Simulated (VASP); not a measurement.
OSZICAR of a VASP run on In (bct):

**OSZICAR**
```
       N       E                     dE             d eps       ncg     rms          rms(c)
DAV:   1     0.640145788338E+02    0.64015E+02   -0.56496E+03  3272   0.138E+03
DAV:   2    -0.175905926671E+00   -0.64190E+02   -0.63380E+02  3296   0.264E+02
DAV:   3    -0.252572591643E+01   -0.23498E+01   -0.23436E+01  3814   0.605E+01
DAV:   4    -0.257615917935E+01   -0.50433E-01   -0.50420E-01  4096   0.869E+00
DAV:   5    -0.257829752831E+01   -0.21383E-02   -0.21383E-02  4036   0.151E+00    0.230E+00
DAV:   6    -0.255561088321E+01    0.22687E-01   -0.43913E-02  3720   0.465E+00    0.114E+00
DAV:   7    -0.255116508823E+01    0.44458E-02   -0.14014E-02  3796   0.244E+00    0.258E-01
DAV:   8    -0.255088558197E+01    0.27951E-03   -0.78641E-04  3986   0.558E-01    0.332E-02
DAV:   9    -0.255089072702E+01   -0.51451E-05   -0.12921E-05  4342   0.526E-02    0.133E-02
DAV:  10    -0.255089146625E+01   -0.73923E-06   -0.11050E-06  2384   0.143E-02
   1 F= -.25508915E+01 E0= -.25508741E+01  d E =-.521617E-04
```

Which electronic solver shows in the log?

It is blocked Davidson (ALGO = Normal, or the opening steps of other solvers). The INCAR had ALGO = Normal.

Can the final energy be trusted as converged?

The run converged. It stopped with EDIFF = 1E-6, NELM = 100 (PBE GGA, plane waves, VASP's PBE PAW potentials (set 64)).

The compound is In in the bct structure. The cell was not relaxed at this level.
